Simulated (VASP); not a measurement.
A convergence study with VASP on Ir (fcc): one setting is varied, all else stays as given below, so the limit is that of these other settings. The cell's lengths are 1 % over those of the tabulated start, so it is off equilibrium.

```xyz
1
Lattice="0.0000 1.9392 1.9392 1.9392 0.0000 1.9392 1.9392 1.9392 0.0000" Properties=species:S:1:pos:R:3 pbc="T T T"
Ir     0.0000     0.0000     0.0000
```

Level of theory: LDA (Ceperley-Alder, Perdew-Zunger), VASP's LDA PAW potentials (set 64) (plane waves; VASP). The tightest run used: 1000 eV cut-off, 18×18×18 Γ-centred mesh, first-order Methfessel-Paxton smearing of 0.10 eV, potentials Ir.

Q: The settings run are ENCUT = 150; ENCUT = 250; ENCUT = 350; ENCUT = 450; ENCUT = 550; ENCUT = 600; ENCUT = 650; ENCUT = 700; ENCUT = 750; ENCUT = 800; ENCUT = 850; ENCUT = 1000. From which on does the stress (every component) stay within 0.2 GPa of the tightest run?

A: From ENCUT = 450 on: it is off by 0.07 there and by no more than 0.2 in any finer run, while ENCUT = 350 is off by 0.25.
```
setting       E (eV/atom)  pressure (GPa)  plane waves  difference judged (GPa)
------------  -----------  --------------  -----------  -----------------------
ENCUT = 150       -9.8652         -159.46           70                   142.82
ENCUT = 250      -10.2980          -16.93          140                     0.29
ENCUT = 350      -10.2906          -16.89          229                     0.25
ENCUT = 450      -10.2908          -16.72          332                     0.07
ENCUT = 550      -10.2911          -16.65          444                     0.01
ENCUT = 600      -10.2912          -16.62          531                     0.02
ENCUT = 650      -10.2912          -16.64          568                     0.01
ENCUT = 700      -10.2912          -16.65          636                     0.01
ENCUT = 750      -10.2912          -16.64          701                     0.00
ENCUT = 800      -10.2911          -16.64          763                     0.00
ENCUT = 850      -10.2911          -16.64          869                     0.00
ENCUT = 1000     -10.2911          -16.64         1067                     0.00
```

Left out are rungs that failed or repeat a setting and relaxations that didn't move; long series are thinned to 24 rows.

The compound is Ir in the fcc structure. The cell was not relaxed at this level.
